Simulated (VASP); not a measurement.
# LuMnIn (P-6m2) in VASP: a series of runs, part 2 of 3

VASP 6.6.1. The steps go on from the part before.

**3. Single point, RPBE, collinear spin, ferromagnetic start**

run.py

```python
from ase.calculators.vasp import Vasp
from ase.dft.bandgap import bandgap
from ase.io import read

atoms = read('LuMnIn.cif', primitive_cell=True, subtrans_included=False)
atoms.set_initial_magnetic_moments([0.0, 0.0, 4.0])
calc = Vasp(
    directory='calc',
    xc='rpbe',
    pp='PBE',
    setups={'base': 'minimal', 'Lu': '_3', 'In': '_d', 'Mn': '_sv'},
    prec='Accurate',
    encut=600,
    ediff=1e-07,
    ismear=0,
    sigma=0.05,
    lreal=False,
    lasph=True,
    nelm=150,
    algo='Normal',
    isif=2,
    lwave=False,
    lcharg=True,
    ispin=2,
    lorbit=11,
    lmaxmix=4,
    lelf=True,
    lvhar=True,
    kpts=[7, 7, 8],
    gamma=True,
)
atoms.calc = calc

print('energy (eV):', atoms.get_potential_energy())
print('free energy (eV):', atoms.get_potential_energy(force_consistent=True))
print('forces (eV/A):')
print(atoms.get_forces())
print('stress (eV/A^3, Voigt):', atoms.get_stress())
print('Fermi level (eV):', calc.get_fermi_level())
print('moment (muB):', atoms.get_magnetic_moment())
print('site moments (muB):', atoms.get_magnetic_moments())
gap, top, bottom = bandgap(calc)
print('band gap (eV):', gap, 'from (spin, k, band)', top, 'to', bottom)
```

LuMnIn.cif

```cif
data_LuMnIn
_cell_length_a 4.73655975
_cell_length_b 4.73655975
_cell_length_c 3.40074100
_cell_angle_alpha 90.00000000
_cell_angle_beta 90.00000000
_cell_angle_gamma 120.00000000
_space_group_name_H-M_alt 'P-6m2'
_space_group_name_Hall 'P -6 2'
_space_group_IT_number 187
loop_
_space_group_symop_operation_xyz
'x,y,z'
'-x+y,-x,-z'
'-y,x-y,z'
'x,y,-z'
'-x+y,-x,z'
'-y,x-y,-z'
'-y,-x,-z'
'x,x-y,z'
'-x+y,y,-z'
'-y,-x,z'
'x,x-y,-z'
'-x+y,y,z'
loop_
_atom_site_label
_atom_site_type_symbol
_atom_site_symmetry_multiplicity
_atom_site_Wyckoff_symbol
_atom_site_fract_x
_atom_site_fract_y
_atom_site_fract_z
_atom_site_occupancy
Lu1 Lu 1 a 0.0000000000 0.0000000000 0.0000000000 1
In1 In 1 f 0.6666666667 0.3333333333 0.5000000000 1
Mn1 Mn 1 d 0.3333333333 0.6666666667 0.5000000000 1
```

Potentials or basis: VASP PAW PBE potentials, release 64 (Lu_3, In_d, Mn_sv), 4f in core.

Started as:

```
> python run.py
```

The program printed:

```text
energy (eV): -15.22104046
free energy (eV): -15.22171444
forces (eV/A):
[[ 0. -0.  0.]
 [ 0. -0.  0.]
 [-0.  0.  0.]]
stress (eV/A^3, Voigt): [-0.01396792 -0.01396792 -0.01167529  0.         -0.         -0.        ]
Fermi level (eV): 6.70022919
moment (muB): 3.5326562
site moments (muB): [-0.209 -0.037  3.484]
band gap (eV): 0.0 from (spin, k, band) (None, None, None) to (None, None, None)
```

OUTCAR:

```text
ENCUT = 600.000000
   EDIFF = 1.00e-07
   GGA = RP
   PREC = Accurate
   ISIF = 2
   ISMEAR = 0
   ISPIN = 2
   LORBIT = 11
   NELM = 150
   LASPH = .TRUE.
   LREAL = .FALSE.

 ion  position               nearest neighbor table
   1  0.000  0.000  0.000-   2 3.22   3 3.22   2 3.22   3 3.22   3 3.22   3 3.22   2 3.22   2 3.22
                             2 3.22   2 3.22   3 3.22   3 3.22
   2  0.667  0.333  0.500-   3 2.73   3 2.73   3 2.73   1 3.22   1 3.22   1 3.22   1 3.22   1 3.22
                             1 3.22
   3  0.333  0.667  0.500-   2 2.73   2 2.73   2 2.73   1 3.22   1 3.22   1 3.22   1 3.22   1 3.22
                             1 3.22

  LATTYP: Found a hexagonal cell.
[... 1535 lines left out ...]
     -0.00000      2.73465      1.70037        -0.000000      0.000000      0.000000
 -----------------------------------------------------------------------------------
    total drift:                                0.000003     -0.000001     -0.000000

  FREE ENERGIE OF THE ION-ELECTRON SYSTEM (eV)
  ---------------------------------------------------
  free  energy   TOTEN  =       -15.2217144353 eV

  energy  without entropy=      -15.2203664808  energy(sigma->0) =      -15.22104046

 total charge

# of ion       s       p       d       tot
------------------------------------------
    1        0.383   6.509   0.918   7.810
    2        0.895   0.858   9.834  11.587
    3        2.185   6.026   4.615  12.826
--------------------------------------------------
tot          3.463  13.394  15.366  32.223

 magnetization (x)

# of ion       s       p       d       tot
------------------------------------------
    1       -0.032  -0.032  -0.144  -0.209
    2       -0.011  -0.030   0.003  -0.037
    3        0.031   0.016   3.437   3.484
--------------------------------------------------
tot         -0.012  -0.046   3.296   3.238
```

INCAR:

```text
ENCUT = 600.000000
SIGMA = 0.050000
EDIFF = 1.00e-07
ALGO = Normal
GGA = RP
PREC = Accurate
ISIF = 2
ISMEAR = 0
ISPIN = 2
LMAXMIX = 4
LORBIT = 11
NELM = 150
LASPH = .TRUE.
LCHARG = .TRUE.
LELF = .TRUE.
LVHAR = .TRUE.
LWAVE = .FALSE.
LREAL = .FALSE.
MAGMOM = 2*0.0000 1*4.0000
```

Wall time 3.4 min (1 thread of Intel Xeon 6975P-C (Granite Rapids), shared host); peak memory 0.33 GiB.

What came out:

```
Free energy                                           : -15.2217 eV
Pressure                                              : 2.1 GPa
Band gap on the k mesh                                : none (metal or under the smearing width)
Net moment                                            : 3.53 μB per cell
Site moments                                          : Lu -0.21; In -0.04; Mn +3.48 μB
Valence electrons inside the program's atomic spheres : Lu 7.81; In 11.59; Mn 12.83
```

Caveat: the PAW data sets were made with another functional, which shifts forces and pressure a little; spin-orbit coupling is left out, which moves the levels of the heavy elements.

**4. Single point, LDA, collinear spin, ferromagnetic start**

INCAR

```
SYSTEM = LuMnIn
PREC = Accurate
ENCUT = 600
EDIFF = 1E-6
ISMEAR = 0
SIGMA = 0.1
LREAL = .FALSE.
LASPH = .TRUE.
NELM = 150
ALGO = Normal
ISIF = 2
LWAVE = .FALSE.
LCHARG = .FALSE.
ISPIN = 2
MAGMOM = 0 0 4
LORBIT = 11
LMAXMIX = 4
GGA = CA
```

KPOINTS

```
Automatic mesh
0
G
  7 7 8
  0 0 0
```

POSCAR

```
LuMnIn
1.0
    4.7365597518      0.0000000000      0.0000000000
   -2.3682798759      4.1019810716      0.0000000000
    0.0000000000      0.0000000000      3.4007410000
Lu In Mn
1 1 1
Cartesian
    0.0000000000      0.0000000000      0.0000000000
    2.3682798761      1.3673270237      1.7003705000
   -0.0000000002      2.7346540479      1.7003705000
```

Started as:

```
> cat potpaw_PBE.64/Lu_3/POTCAR potpaw_PBE.64/In_d/POTCAR potpaw_PBE.64/Mn_sv/POTCAR > POTCAR
> mpirun -np 1 vasp_std > vasp.out
```

Run time: 3.2 min. Hardware: 1 thread of Intel Xeon Platinum 8488C (Sapphire Rapids), shared host; peak memory 0.28 GiB.

It converged, with:

- Free energy: -18.2116 eV
- Pressure: -7.7 GPa
- Band gap on the k mesh: none (metal or under the smearing width)
- Net moment: 3.46 μB per cell
- Site moments: Lu -0.13; In -0.02; Mn +3.23 μB
- Valence electrons inside the program's atomic spheres: Lu 7.84; In 11.61; Mn 12.85

Stress tensor (GPa, compression positive):
```
-8.35  0.00  0.00
 0.00 -8.35  0.00
 0.00  0.00 -6.34
```

Levels at points of the mesh, in eV from the Fermi level:
Spin up:
```tsv
k point	band 18	band 19	band 20	band 21	band 22	band 23
(0.00, 0.00, 0.00)	-1.85	-0.48	-0.48	0.13	2.38	4.05
(0.00, 0.00, 0.50)	-2.46	-1.04	1.40	1.40	2.74	2.74
```
Spin down:
| k point | band 15 | band 16 | band 17 | band 18 | band 19 | band 20 |
| --- | --- | --- | --- | --- | --- | --- |
| (0.00, 0.00, 0.00) | -1.58 | -0.89 | 0.33 | 0.66 | 0.66 | 0.94 |
| (0.00, 0.00, 0.50) | -1.31 | -1.31 | -0.34 | -0.34 | 1.80 | 2.35 |

Caveat: the PAW data sets were made with another functional, which shifts forces and pressure a little; spin-orbit coupling is left out, which moves the levels of the heavy elements.

**5. Single point, PBE, collinear spin, ferromagnetic start**

Changes to run.py since step 3:

```diff
@@ -2,5 +2,12 @@
 from ase.dft.bandgap import bandgap
-from ase.io import read
+from ase.spacegroup import crystal
 
-atoms = read('LuMnIn.cif', primitive_cell=True, subtrans_included=False)
+atoms = crystal(
+    ['Lu', 'In', 'Mn'],
+    basis=[[0.0, 0.0, 0.0], [0.6666666667, 0.3333333333, 0.5], [0.3333333333, 0.6666666667, 0.5]],
+    spacegroup=187,
+    setting=1,
+    cellpar=[4.73655975, 4.73655975, 3.400741, 90.0, 90.0, 120.0],
+    primitive_cell=True,
+)
 atoms.set_initial_magnetic_moments([0.0, 0.0, 4.0])
@@ -8,3 +15,3 @@
     directory='calc',
-    xc='rpbe',
+    xc='lda',
     pp='PBE',
@@ -13,5 +20,5 @@
     encut=600,
-    ediff=1e-07,
+    ediff=1e-06,
     ismear=0,
-    sigma=0.05,
+    sigma=0.1,
     lreal=False,
@@ -22,3 +29,3 @@
     lwave=False,
-    lcharg=True,
+    lcharg=False,
     ispin=2,
@@ -26,6 +33,5 @@
     lmaxmix=4,
-    lelf=True,
-    lvhar=True,
     kpts=[7, 7, 8],
     gamma=True,
+    nbands=30,
 )
```

Started as:

```
> python run.py
```

It took 4.4 min on 1 thread of Intel Xeon Platinum 8488C (Sapphire Rapids), shared host; peak memory 0.35 GiB.

Results (log left out):

```
Free energy                                           : -16.3118 eV
Pressure                                              : -0.5 GPa
Band gap on the k mesh                                : none (metal or under the smearing width)
Net moment                                            : 3.51 μB per cell
Site moments                                          : Lu -0.19; In -0.04; Mn +3.43 μB
Valence electrons inside the program's atomic spheres : Lu 7.82; In 11.59; Mn 12.83
```

Stress tensor (GPa, compression positive):
```
-0.63  0.00  0.00
 0.00 -0.63  0.00
 0.00  0.00 -0.36
```

Levels at points of the mesh, in eV from the Fermi level:
Spin up:
```tsv
k point	band 18	band 19	band 20	band 21	band 22	band 23
(0.00, 0.00, 0.00)	-2.23	-0.57	-0.57	0.26	2.31	3.90
(0.00, 0.00, 0.50)	-2.79	-1.37	1.33	1.33	2.74	2.74
```
Spin down:
| k point | band 14 | band 15 | band 16 | band 17 | band 18 | band 19 | band 20 | band 21 |
| --- | --- | --- | --- | --- | --- | --- | --- | --- |
| (0.00, 0.00, 0.00) | -1.66 | -1.66 | -1.00 | 0.28 | 0.68 | 0.68 | 1.11 | 1.11 |
| (0.00, 0.00, 0.50) | -3.98 | -1.31 | -1.31 | -0.29 | -0.29 | 1.89 | 2.34 | 2.34 |

Caveat: ASE's xc='lda' writes no GGA tag, so the PBE potentials set the functional and the run is PBE; spin-orbit coupling is left out, which moves the levels of the heavy elements.

(Continued in part 3 of 3.)
